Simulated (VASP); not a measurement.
A VASP calculation is set up with these files.

### POSCAR
```
SnTe
1.0
  0.0000000000   3.2038781455   3.2038781455
  3.2038781455   0.0000000000   3.2038781455
  3.2038781455   3.2038781455   0.0000000000
Sn Te
1 1
Cartesian
  0.0000000000   0.0000000000   0.0000000000
  3.2038781455   3.2038781455   3.2038781455
```

KPOINTS:
```
Automatic mesh
0
gamma
 7 7 7
0 0 0
```

INCAR:
```
# general
SYSTEM  = SnTe
PREC    = Accurate
ENCUT   = 520   # plane-wave cut-off (eV)
LREAL   = .FALSE.   # projection in real space or not
LASPH   = .TRUE.   # aspherical one-centre terms

# electronic loop
EDIFF   = 1E-6
NELM    = 100   # most electronic steps
ALGO    = Normal   # blocked Davidson
LMAXMIX = 4

# smearing
ISMEAR  = 0
SIGMA   = 0.05

# functional
GGA     = 91

# ions
IBRION  = 2   # conjugate gradients
NSW     = 60
ISIF    = 3   # ions, shape and volume
EDIFFG  = -0.01   # ionic stop

# output
LWAVE   = .FALSE.
LCHARG  = .FALSE.
```

POTCAR, in this order: Sn_d Te (PBE.64 set). Program: vasp_std.

Translate this PW91 calculation to Quantum ESPRESSO's pw.x.

One equivalent input (not run):
```
&CONTROL
  calculation = 'vc-relax'
  pseudo_dir = './pseudo'
  outdir = './out'
  tprnfor = .true.
  tstress = .true.
  nstep = 60
  forc_conv_thr = 0.00039
/
&SYSTEM
  ibrav = 0
  nat = 2
  ntyp = 2
  ecutwfc = 82.3
  occupations = 'smearing'
  smearing = 'gaussian'
  degauss = 0.003675
  input_dft = 'pw91'
/
&ELECTRONS
  conv_thr = 7.3e-08
  electron_maxstep = 100
/
&IONS
/
&CELL
/
ATOMIC_SPECIES
  Sn 118.710 Sn.upf
  Te 127.600 Te.upf
CELL_PARAMETERS angstrom
    -0.0000000    3.2038781    3.2038781
     3.2038781    0.0000000    3.2038781
     3.2038781    3.2038781   -0.0000000
ATOMIC_POSITIONS crystal
  Sn   0.0000000  0.0000000  0.0000000
  Te   0.5000000  0.5000000  0.5000000
K_POINTS automatic
  7 7 7 0 0 0
```
What does not carry over: the potentials are each code's own (VASP's PAW set, PseudoDojo norm-conserving files in pw.x), so ENCUT and ecutwfc are chosen apart and not converted; conv_thr bounds pw.x's estimated SCF error, while EDIFF bounds the energy change between steps; forc_conv_thr acts on force components and is met together with etot_conv_thr.

The compound is SnTe in the rock salt structure, which distorts at low temperature. It was relaxed first. The start is the result of an earlier pass.
